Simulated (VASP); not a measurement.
# Nb3B5 (P6/mmm) in VASP: a series of runs

One crystal, Nb3B5, is run at these levels: PBE; tasks: relaxation of cell and atoms.

All numbers are computed with VASP 6.6.1; they aren't measurements. Logs are shortened: lines on timing, memory, paths and dates and some standing lists are left out, and cuts for length are marked.

### 1 Starting point

The structure is hexagonal, space group P6/mmm (No. 191). Conventional cell: a = 5.057 Å, b = 5.057 Å, c = 4.428 Å, α = 90.00°, β = 90.00°, γ = 120.00°. Nb (site symmetry -6m2) is surrounded by 3 B at 1.46 Å. Nb (site symmetry 6/mmm) is surrounded by 2 B at 1.52 Å. Around B (site symmetry 6mm) lie 1 B at 1.39 Å and 1 Nb at 1.52 Å. B (site symmetry mmm) has 2 Nb at 1.46 Å as nearest neighbours.

The cell was built by a generator and needn't be a form met in nature.

### 2 Relaxation of cell and atoms, PBE

INCAR

```
ALGO = Fast ; EDIFF = 1E-4
EDIFFG = -0.08 ; ENCUT = 520
GGA = PE ; IBRION = 2
ISIF = 3 ; ISMEAR = 0
LASPH = T ; LCHARG = F
LREAL = F ; LWAVE = F
NELM = 60 ; NSW = 24
PREC = Normal ; SIGMA = 0.15
```

KPOINTS

```
k-points
0
Gamma
  4 4 4
```

POSCAR

```
Nb3B5
1.0
    5.0567108800      0.0000000000      0.0000000000
   -2.5283554400      4.3792400800      0.0000000000
    0.0000000000      0.0000000000      4.4277495000
Nb B
3 5
Direct
    0.3333333300      0.6666666700      0.5000000000
    0.6666666700      0.3333333300      0.5000000000
    0.0000000000      0.0000000000      0.0000000000
    0.0000000000      0.0000000000      0.3434435400
    0.0000000000      0.0000000000      0.6565564600
    0.5000000000      0.0000000000      0.5000000000
    0.0000000000      0.5000000000      0.5000000000
    0.5000000000      0.5000000000      0.5000000000
```

Potentials or basis: VASP PAW PBE potentials, release 64 (Nb_sv, B).

On the command line:

```bash
> cat potpaw_PBE.64/Nb_sv/POTCAR potpaw_PBE.64/B/POTCAR > POTCAR
> mpirun -np 1 vasp_std > vasp.out
```

OUTCAR:

```text
EDIFF = 1E-4
   EDIFFG = -0.08
   ENCUT = 520
   GGA = PE
   IBRION = 2
   ISIF = 3
   ISMEAR = 0
   LASPH = T
   LREAL = F
   NELM = 60
   NSW = 24
   PREC = Normal

 ion  position               nearest neighbor table
   1  0.333  0.667  0.500-   6 1.46   7 1.46   8 1.46   2 2.92   2 2.92   2 2.92
   2  0.667  0.333  0.500-   6 1.46   7 1.46   8 1.46   1 2.92   1 2.92   1 2.92
   3  0.000  0.000  0.000-   4 1.52   5 1.52
   4  0.000  0.000  0.343-   5 1.39   3 1.52
   5  0.000  0.000  0.657-   4 1.39   3 1.52
   6  0.500  0.000  0.500-   1 1.46   2 1.46
   7  0.000  0.500  0.500-   1 1.46   2 1.46
   8  0.500  0.500  0.500-   1 1.46   2 1.46

  LATTYP: Found a hexagonal cell.
 ALAT       =     5.0567108800
 C/A-ratio  =     0.8756184811

  Lattice vectors:

 A1 = (   5.0567108800,   0.0000000000,   0.0000000000)
 A2 = (  -2.5283554400,   4.3792400800,   0.0000000000)
 A3 = (   0.0000000000,   0.0000000000,   4.4277495000)

Analysis of symmetry for initial positions (statically):
=====================================================================
 Subroutine PRICEL returns:
 Original cell was already a primitive cell.

 Routine SETGRP: Setting up the symmetry group for a
 hexagonal supercell.

 Subroutine GETGRP returns: Found 24 space group operations
 (whereof 24 operations were pure point group operations)
 out of a pool of 24 trial point group operations.

The static configuration has the point symmetry D_6h.

Analysis of symmetry for dynamics (positions and initial velocities):
=====================================================================
 Subroutine PRICEL returns:
 Original cell was already a primitive cell.

 Routine SETGRP: Setting up the symmetry group for a
 hexagonal supercell.

 Subroutine GETGRP returns: Found 24 space group operations
 (whereof 24 operations were pure point group operations)
 out of a pool of 24 trial point group operations.

The dynamic configuration has the point symmetry D_6h.

 Subroutine INISYM returns: Found 24 space group operations
 (whereof 24 operations are pure point group operations),
 and found     1 'primitive' translations

----------------------------------------------------------------------------------------

                                     Primitive cell

  volume of cell :      98.0505

  direct lattice vectors                    reciprocal lattice vectors
     5.056710880  0.000000000  0.000000000     0.197757005  0.114175060  0.000000000
    -2.528355440  4.379240080  0.000000000     0.000000000  0.228350121  0.000000000
     0.000000000  0.000000000  4.427749500     0.000000000  0.000000000  0.225848368

  length of vectors
     5.056710880  5.056710879  4.427749500     0.228350120  0.228350121  0.225848368

  position of ions in fractional coordinates (direct lattice)
     0.333333330  0.666666670  0.500000000
     0.666666670  0.333333330  0.500000000
     0.000000000  0.000000000  0.000000000
     0.000000000  0.000000000  0.343443540
     0.000000000  0.000000000  0.656556460
     0.500000000  0.000000000  0.500000000
     0.000000000  0.500000000  0.500000000
     0.500000000  0.500000000  0.500000000

  ion indices of the primitive-cell ions
   primitive index   ion index
                 1           1
                 2           2
                 3           3
                 4           4
                 5           5
                 6           6
                 7           7
                 8           8

----------------------------------------------------------------------------------------

 KPOINTS: k-points

Automatic generation of k-mesh.
 Grid dimensions read from file:
 generate k-points for:    4    4    4

 Generating k-lattice:

  Cartesian coordinates                     Fractional coordinates (reciprocal lattice)
     0.049439251  0.028543765  0.000000000     0.250000000  0.000000000  0.000000000
     0.000000000  0.057087530  0.000000000     0.000000000  0.250000000  0.000000000
     0.000000000  0.000000000  0.056462092     0.000000000  0.000000000  0.250000000

  Length of vectors
     0.057087530  0.057087530  0.056462092

  Shift w.r.t. Gamma in fractional coordinates (k-lattice)
     0.000000000  0.000000000  0.000000000

 Subroutine IBZKPT returns following result:
 ===========================================

 Found     12 irreducible k-points:

 Following reciprocal coordinates:
            Coordinates               Weight
  0.000000  0.000000  0.000000      1.000000
  0.250000  0.000000  0.000000      6.000000
  0.500000  0.000000  0.000000      3.000000
  0.250000  0.250000  0.000000      6.000000
  0.000000  0.000000  0.250000      2.000000
  0.250000  0.000000  0.250000     12.000000
  0.500000  0.000000  0.250000      6.000000
  0.250000  0.250000  0.250000     12.000000
  0.000000  0.000000  0.500000      1.000000
  0.250000  0.000000  0.500000      6.000000
  0.500000  0.000000  0.500000      3.000000
  0.250000  0.250000  0.500000      6.000000
   k-points           NKPTS =     12   k-points in BZ     NKDIM =     12   number of bands    NBANDS=     32
   number of dos      NEDOS =    301   number of ions     NIONS =      8
   total plane-waves  NPLWV =  21952
   dimension x,y,z NGX =    28 NGY =   28 NGZ =   28
   dimension x,y,z NGXF=    56 NGYF=   56 NGZF=   56
   ions per type =               3   5
   NGX,Y,Z   is equivalent  to a cutoff of   9.21,  9.21, 10.51 a.u.
   NGXF,Y,Z  is equivalent  to a cutoff of  18.41, 18.41, 21.03 a.u.
 SYSTEM =  unknown system
   PREC   = normal    normal or accurate (medium, high low for compatibility)
   ISTART =      0    job   : 0-new  1-cont  2-samecut
   ICHARG =      2    charge: 1-file 2-atom 10-const
   ISPIN  =      1    spin polarized calculation?
   LNONCOLLINEAR =      F non collinear calculations
   LSORBIT =      F    spin-orbit coupling
   LASPH  =      T    aspherical Exc in radial PAW
   ENCUT  =  520.0 eV  38.22 Ry    6.18 a.u.   9.40  9.40  8.23*2*pi/ulx,y,z
   NELM   =     60;   NELMIN=  2; NELMDL= -5     # of ELM steps
   EDIFF  = 0.1E-03   stopping-criterion for ELM
   LREAL  =      F    real-space projection
   EDIFFG = -.8E-01   stopping-criterion for IOM
   NSW    =     24    number of steps for IOM
   IBRION =      2    ionic relax: 0-MD 1-quasi-New 2-CG
   NFREE  =      1    steps in history (QN), initial steepest desc. (CG)
   ISIF   =      3    stress and relaxation
   ISYM   =      2    0-nonsym 1-usesym 2-fastsym
   POTIM  = 0.5000    time-step for ionic-motion
   TEBEG  =    0.0;   TEEND  =   0.0 temperature during run
   PSTRESS=    0.0 pullay stress
   NELECT =      54.0000    total number of electrons
   NUPDOWN=      -1.0000    fix difference up-down
   EMIN   =  10.00;   EMAX   =-10.00  energy-range for DOS
   EFERMI =   0.00;   METHOD = LEGACY
   ISMEAR =     0;   SIGMA  =   0.15  broadening in eV -4-tet -1-fermi 0-gaus
   EFERMI_NEDOS =   21; number of points for ismear=-14 and -15
   IALGO  =     68    algorithm
   IMIX   =      4    mixing-type and parameters
     AMIX     =   0.40;   BMIX     =  1.00
     AMIX_MAG =   1.60;   BMIX_MAG =  1.00
  volume/ion in A,a.u.               =      12.26        82.71
  Fermi-wavevector in a.u.,A,eV,Ry     =   1.341908  2.535839 24.500247  1.800717
  Thomas-Fermi vector in A             =   2.470104
   LORBIT       =      0    0 simple, 1 ext, 2 COOP (PROOUT), +10 PAW based schemes
   GGA     = PE    functional components
   LHFCALC =     F    Hartree Fock is set to
   AEXX    =    0.0000 exact exchange contribution
   IVDW    =     0    specifies the selected vdW correction
   LEPSILON=     F    determine dielectric tensor
   LRPA    =     F    only Hartree local field effects (RPA)
 conjugate gradient relaxation of ions
 non-spin polarized calculation
 RMM-DIIS sequential band-by-band and
 Gauss-broadening in eV      SIGMA  =   0.15
  energy-cutoff  :      520.00
  volume of cell :       98.05
 maximum number of plane-waves:      2674
   NGX = 19   NGY = 19   NGZ = 17

--------------------------------------- Ionic step        1  -------------------------------------------

 number of electron      54.0000010 magnetization

 Free energy of the ion-electron system (eV)
  ---------------------------------------------------
  ext. energy  EPLUGINS =         0.00000000
  ---------------------------------------------------
  free energy    TOTEN  =        -2.70763592 eV

  energy without entropy =       -2.63781942  energy(sigma->0) =       -2.67272767

 E-fermi :   7.5725     XC(G=0): -10.9585

 val. band max:        7.5673589064   @ k =   0.2500   0.2500   0.5000
 cond. band min:       7.5869885473   @ k =   0.0000   0.0000   0.2500
 fundamental gap:      0.0196296409
 Fermi energy:         7.5724823582

 k-point     1 :       0.0000    0.0000    0.0000
  band No.  band energies     occupation
      1     -47.6141      2.00000
      2     -46.5243      2.00000
      3     -46.3806      2.00000
      4     -25.5851      2.00000
      5     -24.5090      2.00000
      6     -24.5090      2.00000
[... 448 lines left out ...]
  energy  without entropy=       -2.6378194178  energy(sigma->0) =       -2.67272767

--------------------------------------- Ionic step        2  -------------------------------------------

 number of electron      53.9999973 magnetization

------------------------ aborting loop EDIFF was not reached (unconverged)  ----------------------------

  FORCE on cell =-STRESS in cart. coord.  units (eV):
  Direction    XX          YY          ZZ          XY          YZ          ZX
  --------------------------------------------------------------------------------------
  -------------------------------------------------------------------------------------
  Total     -101.1881766   -101.1881764     74.2786756      0.0000000     -0.0000000     -0.0000000
  in kB     -412.6697262   -412.6697256    302.9263077      0.0000000     -0.0000000     -0.0000000
  external PRESSURE =    -174.1377147 kB  Pullay stress =       0.0000000 kB

 VOLUME and BASIS-vectors are now :
 -----------------------------------------------------------------------------
  energy-cutoff  :      520.00
  volume of cell :      392.86
      direct lattice vectors                 reciprocal lattice vectors
     8.631271169 -0.000000000  0.000000000     0.115857790  0.066890526  0.000000000
    -4.315635585  7.474900094 -0.000000000     0.000000000  0.133781052  0.000000000
    -0.000000000 -0.000000000  6.089162847    -0.000000000 -0.000000000  0.164226188
[... 448 lines left out ...]
     31       5.9265      0.00000
     32       6.9091      0.00000

------------------------ aborting loop EDIFF was not reached (unconverged)  ----------------------------

  FORCE on cell =-STRESS in cart. coord.  units (eV):
  Direction    XX          YY          ZZ          XY          YZ          ZX
  --------------------------------------------------------------------------------------
  -------------------------------------------------------------------------------------
  Total       28.2775924     28.2775924     61.2064904      0.0000000      0.0000000      0.0000000
  in kB      303.7978585    303.7978582    657.5666154      0.0000000      0.0000000      0.0000000
  external PRESSURE =     421.7207774 kB  Pullay stress =       0.0000000 kB

 VOLUME and BASIS-vectors are now :
 -----------------------------------------------------------------------------
  energy-cutoff  :      520.00
  volume of cell :      149.13
      direct lattice vectors                 reciprocal lattice vectors
     5.960104003 -0.000000000  0.000000000     0.167782307  0.096869160  0.000000000
    -2.980052001  5.161601473 -0.000000000     0.000000000  0.193738320  0.000000000
    -0.000000000 -0.000000000  4.847635939    -0.000000000 -0.000000000  0.206286118
[... 444 lines left out ...]
     31       0.0160      0.00000
     32       0.0693      0.00000

[... ionic steps 4 to 15 ...]

--------------------------------------- Ionic step       16  -------------------------------------------

 number of electron      53.9999958 magnetization

------------------------ aborting loop because EDIFF is reached ----------------------------------------

  FORCE on cell =-STRESS in cart. coord.  units (eV):
  Direction    XX          YY          ZZ          XY          YZ          ZX
  --------------------------------------------------------------------------------------
  -------------------------------------------------------------------------------------
  Total        2.0383506      2.0383506      1.3560588      0.0000000     -0.0000000     -0.0000000
  in kB       13.7013912     13.7013912      9.1151602      0.0000000     -0.0000000     -0.0000000
  external PRESSURE =      12.1726475 kB  Pullay stress =       0.0000000 kB
[... 69 lines left out ...]
  energy  without entropy=      -41.2357235227  energy(sigma->0) =      -41.30847714

--------------------------------------- Ionic step       18  -------------------------------------------

 number of electron      53.9999979 magnetization

 Free energy of the ion-electron system (eV)
  ---------------------------------------------------
  ext. energy  EPLUGINS =         0.00000000
  ---------------------------------------------------
  free energy    TOTEN  =       -41.39989111 eV

  energy without entropy =      -41.25639728  energy(sigma->0) =      -41.32814420

 E-fermi :   0.8232     XC(G=0):  -7.3119

 val. band max:        0.8139703810   @ k =   0.5000   0.0000   0.2500
 cond. band min:       0.8329369371   @ k =   0.5000   0.0000   0.0000
 fundamental gap:      0.0189665561
 Fermi energy:         0.8231721671

 k-point     1 :       0.0000    0.0000    0.0000
  band No.  band energies     occupation
      1     -54.5978      2.00000
      2     -53.4558      2.00000
      3     -53.4552      2.00000
      4     -30.9542      2.00000
      5     -30.9540      2.00000
      6     -30.2241      2.00000
[... 444 lines left out ...]
  FREE ENERGIE OF THE ION-ELECTRON SYSTEM (eV)
  ---------------------------------------------------
  free  energy   TOTEN  =       -41.3998911099 eV

  energy  without entropy=      -41.2563972811  energy(sigma->0) =      -41.32814420

 reached required accuracy - stopping structural energy minimisation
```

It took 7.5 min on 1 thread of Intel Xeon 6975P-C (Granite Rapids), shared host; peak memory 0.18 GiB.

What came out:

```
Free energy                            : -41.3999 eV
Relaxed volume                         : 30.45 Å³/atom
Relaxed cell                           : a = 7.011 Å, b = 7.011 Å, c = 5.722 Å, α = 90.00°, β = 90.00°, γ = 120.00°
Space group after relaxing (to 0.05 Å) : P6/mmm (No. 191)
Energy gained by relaxing              : 4836.5 meV/atom
Ionic steps                            : 18
Pressure after relaxing                : 0.2 GPa
Largest force after relaxing           : 0.073 eV/Å
Band gap on the k mesh                 : none (metal or under the smearing width)
```

Forces on the atoms (eV/Å):
```
Nb   0.000  0.000  0.000
Nb   0.000  0.000  0.000
Nb   0.000  0.000  0.000
B    0.000  0.000  0.073
B    0.000  0.000 -0.073
B    0.000  0.000  0.000
B    0.000  0.000  0.000
B    0.000  0.000  0.000
```

Step by step:
```
step  energy change (eV)  largest force (eV/Å)  pressure (GPa)  volume (Å³)
   1              0.0000                9.3630          161.59        98.05
   2            112.0736              194.5161          -17.41       392.86
   3            -23.7828               41.3368           42.17       149.13
   4            -25.8285               14.9590           -5.98       346.53
   5            -35.1337               10.6309            7.32       218.36
   6            -35.2347               10.3435            9.01       214.31
   7            -35.3155               10.1555            9.94       210.05
   8            -34.5376                6.4196           20.78       177.86
   9            -35.2319               10.2248           10.70       206.86
  10            -36.9547                5.0432           -3.95       271.15
  11            -37.0791                5.7699           -1.11       255.44
  12            -38.1018                4.4098            0.39       242.95
  13            -38.5180                0.8263            3.21       229.86
  14            -38.5242                1.5009            2.76       231.55
  15            -38.5249                1.3284            2.86       231.09
  16            -38.6673                0.2586            1.22       238.36
  17            -38.6736                0.6511            0.96       240.00
  18            -38.6923                0.0730            0.15       243.61
```

Final structure:
```yaml
crystal:
  lattice:
    - [7.01124, 0.00000, 0.00000]
    - [-3.50562, 6.07191, 0.00000]
    - [0.00000, 0.00000, 5.72232]
  atoms:
    - { symbol: Nb, position: [0.33333, 0.66667, 0.50000] }
    - { symbol: Nb, position: [0.66667, 0.33333, 0.50000] }
    - { symbol: Nb, position: [0.00000, 0.00000, 0.00000] }
    - { symbol: B, position: [0.00000, 0.00000, 0.36217] }
    - { symbol: B, position: [0.00000, 0.00000, 0.63783] }
    - { symbol: B, position: [0.50000, 0.00000, 0.50000] }
    - { symbol: B, position: [0.00000, 0.50000, 0.50000] }
    - { symbol: B, position: [0.50000, 0.50000, 0.50000] }
```

Caveat: the volume moved by over 15 % at a fixed basis, so the end points are rough; the relaxation stopped at a loose force limit of 0.08 eV/Å, so its end isn't a converged minimum.

[end of part 1 of 2]
